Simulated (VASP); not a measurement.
# Al3Si2F (I-4m2) in VASP: a series of runs

The runs below take Al3Si2F through relaxation of cell and atoms, single point, with PBE, r2SCAN.

Everything below comes from runs of VASP 6.6.1. Logs are shortened: lines on timing, memory, paths and dates and some standing lists are left out, and cuts for length are marked.

## Step 1: The structure

The structure is tetragonal, space group I-4m2 (No. 119). The conventional cell has a = 4.178 Å, b = 4.178 Å, c = 12.122 Å, α = 90.00°, β = 90.00°, γ = 90.00°. Al (site symmetry -4m2) is surrounded by 4 Si at 2.51 Å. Around Al (site symmetry 2mm) lie 2 F at 2.10 Å. Si (site symmetry 2mm) has 6 Al at 2.51 to 2.80 Å as nearest neighbours. F (site symmetry -4m2) has 4 Al at 2.10 Å as nearest neighbours.

The cell was built by a generator and needn't be a form met in nature.

## Step 2: Relaxation of cell and atoms, PBE

File INCAR:

```
SYSTEM = Al3Si2F
  PREC = Accurate
  ENCUT = 520
  EDIFF = 1E-6
  ISMEAR = 0
  SIGMA = 0.1
  LREAL = .FALSE.
  LASPH = .TRUE.
  NELM = 120
  ALGO = Normal
  ISIF = 3
  LWAVE = .FALSE.
  LCHARG = .FALSE.
  GGA = PE
  IBRION = 2
  NSW = 90
  EDIFFG = -0.01
  KPAR = 4
```

File KPOINTS:

```
Automatic mesh
0
G
  10 10 10
  0 0 0
```

File POSCAR:

```
Al3Si2F
1.0
   -2.0890000000      2.0890000000      6.0610000000
    2.0890000000     -2.0890000000      6.0610000000
    2.0890000000      2.0890000000     -6.0610000000
Al Si F
3 2 1
Direct
    0.7500000000      0.2500000000      0.5000000000
    0.4813562100      0.9813562100      0.5000000000
    0.0186437900      0.5186437900      0.5000000000
    0.6355386900      0.6355386900      0.0000000000
    0.3644613100      0.3644613100      0.0000000000
    0.0000000000      0.0000000000      0.0000000000
```

Potentials or basis: VASP PAW PBE potentials, release 64 (Al, Si, F).

Command:

```bash
> cat potpaw_PBE.64/Al/POTCAR potpaw_PBE.64/Si/POTCAR potpaw_PBE.64/F/POTCAR > POTCAR
> mpirun -np 4 vasp_std > vasp.out
```

OUTCAR:

```text
SYSTEM = Al3Si2F
   PREC = Accurate
   ENCUT = 520
   EDIFF = 1E-6
   ISMEAR = 0
   LREAL = .FALSE.
   LASPH = .TRUE.
   NELM = 120
   ISIF = 3
   GGA = PE
   IBRION = 2
   NSW = 90
   EDIFFG = -0.01

 ion  position               nearest neighbor table
   1  0.750  0.250  0.500-   5 2.51   4 2.51   5 2.51   4 2.51   3 3.26   2 3.26
   2  0.481  0.981  0.500-   6 2.10   6 2.10   5 2.52   5 2.52   4 2.80   4 2.80   3 2.99   3 2.99
                             3 2.99   3 2.99   1 3.26
   3  0.019  0.519  0.500-   6 2.10   6 2.10   4 2.52   4 2.52   5 2.80   5 2.80   2 2.99   2 2.99
                             2 2.99   2 2.99   1 3.26
   4  0.636  0.636  0.000-   1 2.51   1 2.51   3 2.52   3 2.52   2 2.80   2 2.80
   5  0.364  0.364  0.000-   1 2.51   1 2.51   2 2.52   2 2.52   3 2.80   3 2.80
   6  0.000  0.000  0.000-   3 2.10   2 2.10   3 2.10   2 2.10

  LATTYP: Found a body centered tetragonal cell.
 ALAT       =     4.1780000000
 C/A-ratio  =     2.9013882240

  Lattice vectors:

 A1 = (  -2.0890000000,   2.0890000000,   6.0610000000)
 A2 = (   2.0890000000,  -2.0890000000,   6.0610000000)
 A3 = (   2.0890000000,   2.0890000000,  -6.0610000000)

Analysis of symmetry for initial positions (statically):
=====================================================================
 Subroutine PRICEL returns:
 Original cell was already a primitive cell.

 Routine SETGRP: Setting up the symmetry group for a
 body centered tetragonal supercell.

 Subroutine GETGRP returns: Found  8 space group operations
 (whereof  8 operations were pure point group operations)
 out of a pool of 16 trial point group operations.

The static configuration has the point symmetry D_2d.

Analysis of symmetry for dynamics (positions and initial velocities):
=====================================================================
 Subroutine PRICEL returns:
 Original cell was already a primitive cell.

 Routine SETGRP: Setting up the symmetry group for a
 body centered tetragonal supercell.

 Subroutine GETGRP returns: Found  8 space group operations
 (whereof  8 operations were pure point group operations)
 out of a pool of 16 trial point group operations.

The dynamic configuration has the point symmetry D_2d.

 Subroutine INISYM returns: Found  8 space group operations
 (whereof  8 operations are pure point group operations),
 and found     1 'primitive' translations

----------------------------------------------------------------------------------------

                                     Primitive cell

  volume of cell :     105.7989

  direct lattice vectors                    reciprocal lattice vectors
    -2.089000000  2.089000000  6.061000000     0.000000000  0.239348971  0.082494638
     2.089000000 -2.089000000  6.061000000     0.239348971  0.000000000  0.082494638
     2.089000000  2.089000000 -6.061000000     0.239348971  0.239348971  0.000000000

  length of vectors
     6.742667351  6.742667351  6.742667351     0.253166536  0.253166536  0.338490561

  position of ions in fractional coordinates (direct lattice)
     0.750000000  0.250000000  0.500000000
     0.481356210  0.981356210  0.500000000
     0.018643790  0.518643790  0.500000000
     0.635538690  0.635538690  0.000000000
     0.364461310  0.364461310  0.000000000
     0.000000000  0.000000000  0.000000000

  ion indices of the primitive-cell ions
   primitive index   ion index
                 1           1
                 2           2
                 3           3
                 4           4
                 5           5
                 6           6

----------------------------------------------------------------------------------------

 KPOINTS: Automatic mesh

Automatic generation of k-mesh.
 Grid dimensions read from file:
 generate k-points for:   10   10   10

 Generating k-lattice:

  Cartesian coordinates                     Fractional coordinates (reciprocal lattice)
     0.000000000  0.023934897  0.008249464     0.100000000 -0.000000000  0.000000000
     0.023934897  0.000000000  0.008249464    -0.000000000  0.100000000  0.000000000
     0.023934897  0.023934897  0.000000000     0.000000000  0.000000000  0.100000000

  Length of vectors
     0.025316654  0.025316654  0.033849056

  Shift w.r.t. Gamma in fractional coordinates (k-lattice)
     0.000000000  0.000000000  0.000000000

 Subroutine IBZKPT returns following result:
 ===========================================

 Found    102 irreducible k-points:

 Following reciprocal coordinates:
            Coordinates               Weight
  0.000000  0.000000  0.000000      1.000000
  0.100000  0.000000 -0.000000      8.000000
  0.200000  0.000000 -0.000000      8.000000
  0.300000  0.000000  0.000000      8.000000
  0.400000 -0.000000  0.000000      8.000000
  0.500000 -0.000000  0.000000      4.000000
[... 16 lines left out ...]
  0.300000  0.300000  0.000000      8.000000
  0.400000  0.300000  0.000000     16.000000
 [... further k-points ...]
   k-points           NKPTS =    102   k-points in BZ     NKDIM =    102   number of bands    NBANDS=     16
   number of dos      NEDOS =    301   number of ions     NIONS =      6
   total plane-waves  NPLWV = 125000
   dimension x,y,z NGX =    50 NGY =   50 NGZ =   50
   dimension x,y,z NGXF=   100 NGYF=  100 NGZF=  100
   ions per type =               3   2   1
   NGX,Y,Z   is equivalent  to a cutoff of  12.33, 12.33, 12.33 a.u.
   NGXF,Y,Z  is equivalent  to a cutoff of  24.66, 24.66, 24.66 a.u.
 SYSTEM =  Al3Si2F
   PREC   = accura    normal or accurate (medium, high low for compatibility)
   ISTART =      0    job   : 0-new  1-cont  2-samecut
   ICHARG =      2    charge: 1-file 2-atom 10-const
   ISPIN  =      1    spin polarized calculation?
   LNONCOLLINEAR =      F non collinear calculations
   LSORBIT =      F    spin-orbit coupling
   LASPH  =      T    aspherical Exc in radial PAW
   ENCUT  =  520.0 eV  38.22 Ry    6.18 a.u.  12.54 12.54 12.54*2*pi/ulx,y,z
   NELM   =    120;   NELMIN=  2; NELMDL= -5     # of ELM steps
   EDIFF  = 0.1E-05   stopping-criterion for ELM
   LREAL  =      F    real-space projection
   EDIFFG = -.1E-01   stopping-criterion for IOM
   NSW    =     90    number of steps for IOM
   IBRION =      2    ionic relax: 0-MD 1-quasi-New 2-CG
   NFREE  =      1    steps in history (QN), initial steepest desc. (CG)
   ISIF   =      3    stress and relaxation
   ISYM   =      2    0-nonsym 1-usesym 2-fastsym
   POTIM  = 0.5000    time-step for ionic-motion
   TEBEG  =    0.0;   TEEND  =   0.0 temperature during run
   PSTRESS=    0.0 pullay stress
   NELECT =      24.0000    total number of electrons
   NUPDOWN=      -1.0000    fix difference up-down
   EMIN   =  10.00;   EMAX   =-10.00  energy-range for DOS
   EFERMI =   0.00;   METHOD = LEGACY
   ISMEAR =     0;   SIGMA  =   0.10  broadening in eV -4-tet -1-fermi 0-gaus
   EFERMI_NEDOS =   21; number of points for ismear=-14 and -15
   IALGO  =     38    algorithm
   IMIX   =      4    mixing-type and parameters
     AMIX     =   0.40;   BMIX     =  1.00
     AMIX_MAG =   1.60;   BMIX_MAG =  1.00
  volume/ion in A,a.u.               =      17.63       118.99
  Fermi-wavevector in a.u.,A,eV,Ry     =   0.998431  1.886762 13.563173  0.996865
  Thomas-Fermi vector in A             =   2.130654
   LORBIT       =      0    0 simple, 1 ext, 2 COOP (PROOUT), +10 PAW based schemes
   GGA     = PE    functional components
   LHFCALC =     F    Hartree Fock is set to
   AEXX    =    0.0000 exact exchange contribution
   IVDW    =     0    specifies the selected vdW correction
   LEPSILON=     F    determine dielectric tensor
   LRPA    =     F    only Hartree local field effects (RPA)
 conjugate gradient relaxation of ions
 non-spin polarized calculation
 Gauss-broadening in eV      SIGMA  =   0.10
  energy-cutoff  :      520.00
  volume of cell :      105.80
 maximum number of plane-waves:      2871
   NGX = 25   NGY = 25   NGZ = 25

--------------------------------------- Ionic step        1  -------------------------------------------

 number of electron      23.9999997 magnetization

 Free energy of the ion-electron system (eV)
  ---------------------------------------------------
  ext. energy  EPLUGINS =         0.00000000
  ---------------------------------------------------
  free energy    TOTEN  =       -26.15278083 eV

  energy without entropy =      -26.14604953  energy(sigma->0) =      -26.14941518

------------------------ aborting loop because EDIFF is reached ----------------------------------------

  FORCE on cell =-STRESS in cart. coord.  units (eV):
  Direction    XX          YY          ZZ          XY          YZ          ZX
  --------------------------------------------------------------------------------------
  -------------------------------------------------------------------------------------
  Total        1.6054746      1.6054746      0.2897406      0.0000000     -0.0000000      0.0000000
  in kB       24.3126813     24.3126813      4.3877193      0.0000000     -0.0000000      0.0000000
  external PRESSURE =      17.6710273 kB  Pullay stress =       0.0000000 kB
[... 101 lines left out ...]
  FREE ENERGIE OF THE ION-ELECTRON SYSTEM (eV)
  ---------------------------------------------------
  free  energy   TOTEN  =       -26.1716805608 eV

  energy  without entropy=      -26.1646957409  energy(sigma->0) =      -26.16818815

[... ionic steps 4 to 13 ...]

--------------------------------------- Ionic step       14  -------------------------------------------

 number of electron      23.9999995 magnetization

------------------------ aborting loop because EDIFF is reached ----------------------------------------
[... 75 lines left out ...]
--------------------------------------- Ionic step       16  -------------------------------------------

 number of electron      23.9999995 magnetization

 Free energy of the ion-electron system (eV)
  ---------------------------------------------------
  ext. energy  EPLUGINS =         0.00000000
  ---------------------------------------------------
  free energy    TOTEN  =       -26.18050603 eV

  energy without entropy =      -26.17319547  energy(sigma->0) =      -26.17685075

 E-fermi :   5.9265     XC(G=0):  -9.4373

 val. band max:        5.9142816913   @ k =   0.2000   0.2000  -0.0000
 cond. band min:       5.9429794509   @ k =  -0.4000   0.4000   0.1000
 fundamental gap:      0.0286977595
 Fermi energy:         5.9265035920

 k-point     1 :       0.0000    0.0000    0.0000
  band No.  band energies     occupation
      1     -20.5264      2.00000
      2      -4.5893      2.00000
      3      -2.9945      2.00000
      4      -2.9945      2.00000
      5      -2.4551      2.00000
      6      -0.5996      2.00000
[... 433 lines left out ...]
      3      -3.4910      2.00000
      4      -2.2027      2.00000
      5      -1.9032      2.00000
      6      -1.3347      2.00000
[... 8 lines left out ...]
     15       7.7751      0.00000
     16       9.6634      0.00000

 [... further k-points ...]

------------------------ aborting loop because EDIFF is reached ----------------------------------------

  FORCE on cell =-STRESS in cart. coord.  units (eV):
  Direction    XX          YY          ZZ          XY          YZ          ZX
  --------------------------------------------------------------------------------------
  -------------------------------------------------------------------------------------
  Total        0.0042905      0.0042905      0.0166101      0.0000000      0.0000000      0.0000000
  in kB        0.0634139      0.0634139      0.2454987      0.0000000      0.0000000      0.0000000
  external PRESSURE =       0.1241089 kB  Pullay stress =       0.0000000 kB
[... 21 lines left out ...]
  FREE ENERGIE OF THE ION-ELECTRON SYSTEM (eV)
  ---------------------------------------------------
  free  energy   TOTEN  =       -26.1805060293 eV

  energy  without entropy=      -26.1731954713  energy(sigma->0) =      -26.17685075

 reached required accuracy - stopping structural energy minimisation
```

Wall time 8.6 min (4 MPI ranks of Intel Xeon 6975P-C (Granite Rapids), shared host); peak memory 0.5 GiB.

What came out:

* Free energy: -26.1805 eV
* Relaxed volume: 18.07 Å³/atom
* Relaxed cell: a = 6.735 Å, b = 6.735 Å, c = 6.735 Å, α = 143.31°, β = 143.31°, γ = 52.86°
* Space group after relaxing (to 0.05 Å): I-4m2 (No. 119)
* Energy gained by relaxing: 4.6 meV/atom
* Ionic steps: 16
* Pressure after relaxing: 0.0 GPa
* Largest force after relaxing: 0.007 eV/Å
* Band gap on the k mesh: none (metal or under the smearing width)

Forces on the atoms (eV/Å):
```
Al   0.000  0.000  0.000
Al   0.000  0.000 -0.005
Al   0.000  0.000  0.005
Si   0.000  0.000 -0.007
Si   0.000  0.000  0.007
F    0.000  0.000  0.000
```

The path:
```tsv
step	energy change (eV)	largest force (eV/Å)	pressure (GPa)	volume (Å³)
1	0.0000	0.0917	1.77	105.80
2	-0.0186	0.1275	-0.45	108.80
3	-0.0189	0.1238	-0.22	108.47
4	-0.0214	0.1027	-0.09	108.31
5	-0.0229	0.0821	0.11	108.01
6	-0.0244	0.0669	0.00	108.16
7	-0.0265	0.0278	-0.25	108.61
8	-0.0274	0.0078	0.15	108.06
9	-0.0275	0.0091	0.13	108.11
10	-0.0277	0.0107	0.05	108.28
11	-0.0277	0.0147	0.06	108.31
12	-0.0277	0.0226	-0.01	108.38
13	-0.0277	0.0172	0.02	108.34
14	-0.0277	0.0163	0.02	108.33
15	-0.0277	0.0155	0.02	108.32
16	-0.0277	0.0066	0.01	108.40
```

Final structure:
```
CELL_PARAMETERS angstrom
-2.11980 2.11980 6.03091
2.11980 -2.11980 6.03091
2.11980 2.11980 -6.03091
ATOMIC_POSITIONS crystal
Al 0.75000 0.25000 0.50000
Al 0.47580 0.97580 0.50000
Al 0.02420 0.52420 0.50000
Si 0.63633 0.63633 0.00000
Si 0.36367 0.36367 0.00000
F 0.00000 0.00000 0.00000
```

Levels at points of the mesh, in eV from the Fermi level:
```csv
k point,band 9,band 10,band 11,band 12,band 13,band 14,band 15,band 16
"(0.00, 0.00, 0.00)",-1.73,-1.54,-1.54,-1.45,0.27,0.31,1.62,3.56
"(0.50, 0.00, 0.00)",-2.47,-2.17,-1.57,-0.60,0.70,1.28,2.77,3.03
"(0.50, 0.50, 0.00)",-3.94,-3.52,-2.90,-0.67,-0.24,0.43,2.86,3.65
"(0.50, 0.50, 0.50)",-2.32,-2.32,-1.10,-0.21,-0.21,0.66,1.75,2.19
```

[end of part 1 of 2]
